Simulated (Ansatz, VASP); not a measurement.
# Cross-check of In2S between VASP and Ansatz, part 2 of 2

Aim: how closely do two programs agree when they are given the same cell, functional and k mesh? The cell is generated by rule, not measured, and may not be a known phase. The cell is taken from a series of runs on this material, whose earlier steps may have relaxed, scaled, displaced or heated it; both programs get it as it stands.

VASP 6.6.1 and Ansatz 0.2.0.

So far. Step 2 (Ansatz: single point, PBEsol, pair 1): The run ends at a pressure of -0.81 GPa, with forces up to 0.56 eV/Å.

## Step 5: VASP: single point, PBEsol, pair 2

Level of this step: PBEsol; plane waves and PAW (S, In_d); invented cell (VASP).

With cell and atoms fixed, the geometry can't cause a difference; cores, projectors, grids and the points listed under the comparison can.

File INCAR:

```
SYSTEM = In2S
PREC = Accurate
ENCUT = 500
EDIFF = 1E-06
NELM = 120
ISMEAR = 1
SIGMA = 0.2
LREAL = .FALSE.
ALGO = Normal
GGA = PS
NBANDS = 79
LORBIT = 11
LWAVE = .FALSE.
LCHARG = .FALSE.
ISIF = 2
LASPH = .TRUE.
GGA_COMPAT = .FALSE.
KPAR = 2
```

File POSCAR:

```
In2S
1.0
   -6.2898146533      0.0000000000      0.0000000000
    0.0000000000     -6.2898146533     -6.2898146533
    0.0000000000     -6.2898146533      6.2898146533
S In
4 8
Direct
    0.0000000000      0.0023284063      0.9494641953
    0.0000000000      0.4976715937      0.5505358047
    0.5000000000      0.0023284063      0.5505358047
    0.5000000000      0.4976715937      0.9494641953
    0.7500000000      0.2500000000      0.4912492942
    0.7500000000      0.7500000000      0.0087507058
    0.2500000000      0.9995968166      0.2500000000
    0.2500000000      0.5004031834      0.7500000000
    0.2500000000      0.9995968166      0.7500000000
    0.2500000000      0.5004031834      0.2500000000
    0.7500000000      0.7500000000      0.4912492942
    0.7500000000      0.2500000000      0.0087507058
```

File KPOINTS:

```
Automatic mesh
0
Gamma
6 4 4
0 0 0
```

The projector-augmented-wave data sets are S and In_d (PBE family, release 64).

Run with:

```
$ mpirun -np 2 vasp_std
```

Numbers of over 12 decimals in the logs are rounded to 6 here.

Log:

```text
[banner, memory and clock lines left out]
running    2 mpi-ranks, on    1 nodes
[...]
[... a notice as in an earlier step ...]

 LDA part: xc-table for (Slater+PW92), standard interpolation
 POSCAR, INCAR and KPOINTS ok, starting setup
[...]
entering main loop
       N       E                     dE             d eps       ncg     rms          rms(c)
DAV:   1     0.128341097724E+04    0.12834E+04   -0.54373E+04  5688   0.166E+03
DAV:   2     0.163531334279E+03   -0.11199E+04   -0.10883E+04  5696   0.448E+02
DAV:   3    -0.202920990824E+02   -0.18382E+03   -0.17553E+03  6754   0.196E+02
DAV:   4    -0.385098605980E+02   -0.18218E+02   -0.17538E+02  6864   0.574E+01
[...]
DAV:  13    -0.364211518165E+02   -0.12934E-04   -0.40542E-05  6472   0.227E-02    0.143E-02
DAV:  14    -0.364211551417E+02   -0.33252E-05   -0.72582E-06  5562   0.147E-02    0.126E-02
DAV:  15    -0.364211559848E+02   -0.84304E-06   -0.19603E-06  4552   0.904E-03
   1 F= -.36421156E+02 E0= -.36414697E+02  d E =-.193784E-01
```

OUTCAR, selected parts (step 5):

```text
  Total       -2.4759898     -3.6328266     -3.6328266      0.0000000     -0.2358065      0.0000000
  in kB       -7.9710566    -11.6953094    -11.6953094      0.0000000     -0.7591416      0.0000000
  external PRESSURE =     -10.4538918 kB  Pullay stress =       0.0000000 kB

 POSITION                                       TOTAL-FORCE (eV/Angst)
 -----------------------------------------------------------------------------------
      0.00000     -5.98660      5.95731        -0.038412      0.116364     -0.217242
      0.00000     -6.59303      0.33251        -0.038412     -0.116364      0.217242
     -3.14491     -3.47741      3.44812         0.038412     -0.217242      0.116364
     -3.14491     -9.10222      2.84169         0.038412      0.217242     -0.116364
     -4.71736     -4.66232      1.51741        -0.000000      0.412239     -0.412239
     -4.71736     -4.77240     -4.66232         0.000000     -0.361273      0.361273
     -1.57245     -7.85973     -4.71483        -0.000000      0.005038      0.005038
     -1.57245     -7.86480      1.56992        -0.000000     -0.096991     -0.096991
     -1.57245    -11.00464     -1.56992        -0.000000      0.096991      0.096991
     -1.57245     -4.71990     -1.57499        -0.000000     -0.005038     -0.005038
     -4.71736     -7.80723     -1.62749         0.000000      0.361273     -0.361273
     -4.71736     -1.62749     -1.51741        -0.000000     -0.412239      0.412239
 -----------------------------------------------------------------------------------
    total drift:                                0.000000     -0.000000     -0.000000

  FREE ENERGIE OF THE ION-ELECTRON SYSTEM (eV)
  ---------------------------------------------------
  free  energy   TOTEN  =       -36.4211559848 eV

  energy  without entropy=      -36.4017776239  energy(sigma->0) =      -36.41469653

[... 2 parts as in an earlier step ...]

[... 1 further part left out ...]
[key lines of the parts left out:]
E-fermi :   2.6030
```

The run ends at a pressure of -1.05 GPa, with forces up to 0.58 eV/Å.

## Step 6: Ansatz: single point, PBEsol, pair 2

The same cell, functional, mesh and smearing now go to Ansatz, which takes its cutoff from its data sets.

The cell is taken from a series of runs on this material, whose earlier steps may have relaxed, scaled, displaced or heated it; both programs get it as it stands.

File input.yaml:

```yaml
crystal:
  lattice:
    - [-6.2898146533, 0.0, 0.0]
    - [0.0, -6.2898146533, -6.2898146533]
    - [0.0, -6.2898146533, 6.2898146533]
  atoms:
    - { symbol: S, position: [0.0, 0.0023284063, -0.0505358047] }
    - { symbol: S, position: [0.0, 0.4976715937, 0.5505358047] }
    - { symbol: S, position: [0.5, 0.0023284063, 0.5505358047] }
    - { symbol: S, position: [0.5, 0.4976715937, -0.0505358047] }
    - { symbol: In, position: [0.75, 0.25, 0.4912492942] }
    - { symbol: In, position: [0.75, 0.75, 0.0087507058] }
    - { symbol: In, position: [0.25, 0.9995968166, 0.25] }
    - { symbol: In, position: [0.25, 0.5004031834, 0.75] }
    - { symbol: In, position: [0.25, 0.9995968166, 0.75] }
    - { symbol: In, position: [0.25, 0.5004031834, 0.25] }
    - { symbol: In, position: [0.75, 0.75, 0.4912492942] }
    - { symbol: In, position: [0.75, 0.25, 0.0087507058] }
kpoints:
  mp_grid: { grid: [6, 4, 4] }
hamiltonian:
  xc: pbesol
scf:
  occupations: { method: methfessel_paxton, width: 0.2 }
output:
  forces: true
  stress: true
  eigenvalues: true
```

Run with:

```
$ ansatz run input.yaml --threads 8 --pin off --max-ram 14336MiB --backend cpu --events-out ev --progress --plain --runs-dir out
```

Log:

```text
[...]
Crystal: 12 atoms, lattice volume = 497.672 Å³
Basis set: ecut = 420 eV, 9757 PW (Γ), exchange–correlation on 90×120×120 points (8 copies of the dense FFT grid, shifted against one another)
Bands: 77, of which v1, the nominal top of the filled ones, is band 64 counted from 1 (63 counted from 0)
Symmetry: 4 space group operations
[...]
k-point 0: bands = [... 60 lower, 2.3145, 3.1536, 3.3543, 3.7077, 3.7772, 4.4499, 4.7664, 4.7880, ... 9 higher]
  k-point 1: bands = [... 60 lower, 2.3499, 3.1420, 3.3020, 3.5979, 3.8696, 4.3401, 4.7165, 4.7329, ... 9 higher]
  k-point 2: bands = [... 60 lower, 2.6745, 2.8056, 3.2450, 3.7328, 4.0287, 4.2314, 4.4162, 4.6210, ... 9 higher]
  k-point 35: bands = [... 60 lower, 2.4878, 2.5690, 3.8479, 3.8638, 4.4234, 4.4309, 4.6618, 4.7016, ... 9 higher]
[key lines of the parts left out:]
SCF converged after 10 iterations
Free energy (F): -47737.885883 eV
Fermi energy:    3.953667 eV
P = ⅓ Tr σ = -1.0063 GPa (-10.063 kbar)
```

The run ends at a pressure of -1.01 GPa, with forces up to 0.58 eV/Å.

## Step 7: Differences

Compared:

```csv
quantity,Ansatz,VASP,difference
pressure (GPa),-1.01,-1.05,+0.04
```

Forces on 8 of the 12 atoms, those with the largest forces and the largest differences (eV/Å; atoms numbered as in POSCAR):

```csv
atom,"Ansatz x, y, z","VASP x, y, z"
S1,"-0.013, 0.099, -0.202","-0.038, 0.116, -0.217"
S2,"-0.013, -0.099, 0.202","-0.038, -0.116, 0.217"
S3,"0.013, -0.202, 0.099","0.038, -0.217, 0.116"
S4,"0.013, 0.202, -0.099","0.038, 0.217, -0.116"
In5,"0.000, 0.411, -0.411","0.000, 0.412, -0.412"
In6,"0.000, -0.360, 0.360","0.000, -0.361, 0.361"
In11,"0.000, 0.360, -0.360","0.000, 0.361, -0.361"
In12,"0.000, -0.411, 0.411","0.000, -0.412, 0.412"
```

The forces differ by 11 meV/Å r.m.s., which is 5.6 % of the r.m.s. force of 0.203 eV/Å (both taken over all components).

## Step 8: VASP: single point, PBEsol, pair 3

A single point gives forces, pressure and levels at one fixed geometry, so differences don't come from the geometry; what else differs is listed under the comparison.

INCAR is that of step 5.

File POSCAR:

```
In2S
1.0
   -6.2898146533      0.0000000000      0.0000000000
    0.0000000000     -6.2898146533     -6.2898146533
    0.0000000000     -6.2898146533      6.2898146533
S In
4 8
Direct
    0.0000000000      0.0031045417      0.9326189270
    0.0000000000      0.4968954583      0.5673810730
    0.5000000000      0.0031045417      0.5673810730
    0.5000000000      0.4968954583      0.9326189270
    0.7500000000      0.2500000000      0.4883323922
    0.7500000000      0.7500000000      0.0116676078
    0.2500000000      0.9994624221      0.2500000000
    0.2500000000      0.5005375779      0.7500000000
    0.2500000000      0.9994624221      0.7500000000
    0.2500000000      0.5005375779      0.2500000000
    0.7500000000      0.7500000000      0.4883323922
    0.7500000000      0.2500000000      0.0116676078
```

KPOINTS is that of step 5.

Run with:

```
$ mpirun -np 2 vasp_std
```

Log:

```text
[... set-up lines as in an earlier step ...]
 entering main loop
       N       E                     dE             d eps       ncg     rms          rms(c)
DAV:   1     0.128661619911E+04    0.12866E+04   -0.54406E+04  5688   0.167E+03
DAV:   2     0.164629634105E+03   -0.11220E+04   -0.10897E+04  5704   0.448E+02
DAV:   3    -0.204056317966E+02   -0.18504E+03   -0.17705E+03  6779   0.197E+02
DAV:   4    -0.381949161620E+02   -0.17789E+02   -0.17327E+02  6840   0.577E+01
[...]
DAV:  13    -0.364341769362E+02   -0.10347E-05   -0.33699E-05  7920   0.320E-02    0.541E-02
DAV:  14    -0.364341795100E+02   -0.25738E-05   -0.15575E-05  6400   0.153E-02    0.140E-02
DAV:  15    -0.364341804869E+02   -0.97688E-06   -0.13579E-06  4209   0.709E-03
   1 F= -.36434180E+02 E0= -.36431125E+02  d E =-.916625E-02
```

Parts of OUTCAR (step 8):

```text
  Total       -0.1366579     -3.0114965     -3.0114965      0.0000000     -1.8155401      0.0000000
  in kB       -0.4399485     -9.6950354     -9.6950354      0.0000000     -5.8448436      0.0000000
  external PRESSURE =      -6.6100064 kB  Pullay stress =       0.0000000 kB

 POSITION                                       TOTAL-FORCE (eV/Angst)
 -----------------------------------------------------------------------------------
      0.00000     -5.88553      5.84647         0.509394     -0.371871      0.272828
      0.00000     -6.69410      0.44334         0.509394      0.371871     -0.272828
     -3.14491     -3.58825      3.54919        -0.509394      0.272828     -0.371871
     -3.14491     -8.99138      2.74062        -0.509394     -0.272828      0.371871
     -4.71736     -4.64397      1.49907         0.000000      0.377591     -0.377591
     -4.71736     -4.79075     -4.64397        -0.000000     -0.320340      0.320340
     -1.57245     -7.85889     -4.71398         0.000000      0.005935      0.005935
     -1.57245     -7.86565      1.56907         0.000000     -0.117175     -0.117175
     -1.57245    -11.00379     -1.56907         0.000000      0.117175      0.117175
     -1.57245     -4.72074     -1.57583         0.000000     -0.005935     -0.005935
     -4.71736     -7.78888     -1.64584        -0.000000      0.320340     -0.320340
     -4.71736     -1.64584     -1.49907         0.000000     -0.377591      0.377591
 -----------------------------------------------------------------------------------
    total drift:                               -0.000000      0.000000     -0.000000

  FREE ENERGIE OF THE ION-ELECTRON SYSTEM (eV)
  ---------------------------------------------------
  free  energy   TOTEN  =       -36.4341804869 eV

  energy  without entropy=      -36.4250142384  energy(sigma->0) =      -36.43112507

[... 2 parts as in an earlier step ...]

[... 1 further part left out ...]
[key lines of the parts left out:]
E-fermi :   2.6513
```

The run ends at a pressure of -0.66 GPa, with forces up to 0.69 eV/Å.

## Step 9: Ansatz: single point, PBEsol, pair 3

The same cell, functional, mesh and smearing now go to Ansatz, which takes its cutoff from its data sets.

The cell is taken from a series of runs on this material, whose earlier steps may have relaxed, scaled, displaced or heated it; both programs get it as it stands.

File input.yaml:

```yaml
crystal:
  lattice:
    - [-6.2898146533, 0.0, 0.0]
    - [0.0, -6.2898146533, -6.2898146533]
    - [0.0, -6.2898146533, 6.2898146533]
  atoms:
    - { symbol: S, position: [0.0, 0.0031045417, -0.067381073] }
    - { symbol: S, position: [0.0, 0.4968954583, 0.567381073] }
    - { symbol: S, position: [0.5, 0.0031045417, 0.567381073] }
    - { symbol: S, position: [0.5, 0.4968954583, -0.067381073] }
    - { symbol: In, position: [0.75, 0.25, 0.4883323922] }
    - { symbol: In, position: [0.75, 0.75, 0.0116676078] }
    - { symbol: In, position: [0.25, 0.9994624221, 0.25] }
    - { symbol: In, position: [0.25, 0.5005375779, 0.75] }
    - { symbol: In, position: [0.25, 0.9994624221, 0.75] }
    - { symbol: In, position: [0.25, 0.5005375779, 0.25] }
    - { symbol: In, position: [0.75, 0.75, 0.4883323922] }
    - { symbol: In, position: [0.75, 0.25, 0.0116676078] }
kpoints:
  mp_grid: { grid: [6, 4, 4] }
hamiltonian:
  xc: pbesol
scf:
  occupations: { method: methfessel_paxton, width: 0.2 }
output:
  forces: true
  stress: true
  eigenvalues: true
```

Run with:

```
$ ansatz run input.yaml --threads 8 --pin off --max-ram 14336MiB --backend cpu --events-out ev --progress --plain --runs-dir out
```

Log:

```text
[...]
Crystal: 12 atoms, lattice volume = 497.672 Å³
Basis set: ecut = 420 eV, 9757 PW (Γ), exchange–correlation on 90×120×120 points (8 copies of the dense FFT grid, shifted against one another)
Bands: 77, of which v1, the nominal top of the filled ones, is band 64 counted from 1 (63 counted from 0)
Symmetry: 4 space group operations
[...]
k-point 0: bands = [... 60 lower, 2.0004, 3.1136, 3.2134, 3.7818, 3.8628, 4.4008, 4.9639, 5.0616, ... 9 higher]
  k-point 1: bands = [... 60 lower, 2.0072, 2.8826, 3.3607, 3.7088, 3.9538, 4.2859, 4.9585, 4.9982, ... 9 higher]
  k-point 2: bands = [... 60 lower, 2.3423, 2.5230, 3.3714, 3.8033, 4.1134, 4.3561, 4.4165, 4.9495, ... 9 higher]
  k-point 35: bands = [... 60 lower, 2.3444, 2.4345, 3.8755, 3.8973, 4.5747, 4.6232, 4.6784, 4.7269, ... 9 higher]
[key lines of the parts left out:]
SCF converged after 9 iterations
Free energy (F): -47737.878989 eV
Fermi energy:    4.000708 eV
P = ⅓ Tr σ = -0.5885 GPa (-5.885 kbar)
```

The run ends at a pressure of -0.59 GPa, with forces up to 0.75 eV/Å.

## Step 10: Side by side

The two programs side by side:

```csv
quantity,Ansatz,VASP,difference
pressure (GPa),-0.59,-0.66,+0.07
```

Forces on 7 of the 12 atoms, those with the largest forces and the largest differences (eV/Å; atoms numbered as in POSCAR):

```csv
atom,"Ansatz x, y, z","VASP x, y, z"
S1,"0.557, -0.405, 0.302","0.509, -0.372, 0.273"
S2,"0.557, 0.405, -0.302","0.509, 0.372, -0.273"
S3,"-0.557, 0.302, -0.405","-0.509, 0.273, -0.372"
S4,"-0.557, -0.302, 0.405","-0.509, -0.273, 0.372"
In5,"0.000, 0.376, -0.376","0.000, 0.378, -0.378"
In11,"0.000, 0.319, -0.319","0.000, 0.320, -0.320"
In12,"0.000, -0.376, 0.376","0.000, -0.378, 0.378"
```

The forces differ by 22 meV/Å r.m.s., which is 7.7 % of the r.m.s. force of 0.285 eV/Å (both taken over all components).

## Step 11: Outcome

```json
{
  "r.m.s. force difference (single point, PBEsol, pair 1)": "2.4 % of the r.m.s. force",
  "r.m.s. force difference (single point, PBEsol, pair 2)": "5.6 % of the r.m.s. force",
  "r.m.s. force difference (single point, PBEsol, pair 3)": "7.7 % of the r.m.s. force"
}
```

The r.m.s. force difference is 7.7 % of the r.m.s. force (single point, PBEsol, pair 3), beyond the 3 % picked in this series as the mark of a large difference. What causes the difference of the single point, PBEsol, pair 3 pair stays open here. 1 further run of this series is not shown here. Such differences can come from data sets, numerical settings and the points named under the comparisons, not from the functional's error against experiment.

[Lines on the potential files, build, host, timing and source positions are cut from VASP's logs without a mark.]

[Logs are printed without paths, hosts, clocks, repeated set-up lines and the standing remarks that a program may print on its own settings, such as how far it seeks lower states.]

[Hosts, paths, dates, database ids (printed as entryN), source tags and the programs' standing remarks are cut or masked in the printed files.]
